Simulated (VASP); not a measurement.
Here is a VASP 6.6.1 calculation.

Contents of INCAR:

```
SYSTEM = ZnCd3Se3S
ALGO = Normal
EDIFF = 1E-6
ENCUT = 520
ISIF = 2
ISMEAR = 0
KPAR = 2
LASPH = .TRUE.
LCHARG = .FALSE.
LMIXTAU = .TRUE.
LREAL = .FALSE.
LWAVE = .FALSE.
METAGGA = R2SCAN
NBANDS = 46
NELM = 150
PREC = Accurate
SIGMA = 0.1
```

File KPOINTS:

```
k-points
0
G
  8 8 2
  0 0 0
```

The input POSCAR:

```
ZnCd3Se3S
1.0
    4.2466790000      0.0000000000      0.0000000000
   -2.1233390000      3.6777320000      0.0000000000
    0.0000000000      0.0000000000     14.0372300000
Zn Cd Se S
1 3 3 1
Direct
    0.0000000000      0.0000000000      0.9933610000
    0.3333330000      0.6666670000      0.7663850000
    0.0000000000      0.0000000000      0.5036840000
    0.3333330000      0.6666670000      0.2412430000
    0.0000000000      0.0000000000      0.6940090000
    0.0000000000      0.0000000000      0.1700910000
    0.3333330000      0.6666670000      0.4316780000
    0.3333330000      0.6666670000      0.9493680000
```

Potentials or basis: VASP PAW PBE potentials, release 64 (Zn, Cd, Se, S).

Command:

```console
$ cat potpaw_PBE.64/Zn/POTCAR potpaw_PBE.64/Cd/POTCAR potpaw_PBE.64/Se/POTCAR potpaw_PBE.64/S/POTCAR > POTCAR
$ mpirun -np 2 vasp_std > vasp.out
```

(1) Predict the pressure.

(2) Estimate the band gap on the k mesh.

## Answers

(1) -1.7 GPa.

(2) 0.99 eV, direct.

Caveat: the PAW data sets were made with another functional, which shifts forces and pressure a little.
